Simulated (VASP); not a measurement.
```xyz
2
Lattice="3.3064 0.0000 0.0000 0.0000 3.3064 0.0000 0.0000 0.0000 3.3064" Properties=species:S:1:pos:R:3 pbc="T T T"
In     1.6532     1.6532     1.6532
Pd     0.0000     0.0000     0.0000
```

These are PBE GGA, VASP's PBE PAW potentials (set 64) (plane waves; VASP) values and carry that method's errors. Numerical set-up: 480 eV cut-off, 10×10×10 Γ-centred mesh, first-order Methfessel-Paxton smearing of 0.10 eV, potentials In_d Pd.

Each relaxation starts from this cell; other phases were not tried.

### Question
The cell is relaxed at 10 GPa. What happens?

### Answer
The volume per atom goes from 18.07 to 16.82 Å³ (-6.9 %), and the cell becomes a = 3.2282 Å, b = 3.2282 Å, c = 3.2282 Å, α = 90.00°, β = 90.00°, γ = 90.00°, space group Pm-3m.

### Question
The cell is relaxed at 20 GPa. What happens?

### Answer
The volume per atom goes from 18.07 to 15.95 Å³ (-11.7 %), and the cell becomes a = 3.1718 Å, b = 3.1718 Å, c = 3.1718 Å, α = 90.00°, β = 90.00°, γ = 90.00°, space group Pm-3m.

Failed runs are left out, and for metals the shear rows, which the mesh's noise covers.

The compound is PdIn in the CsCl type structure. The electron count is odd and the run is not spin-polarised, which forces a metal.
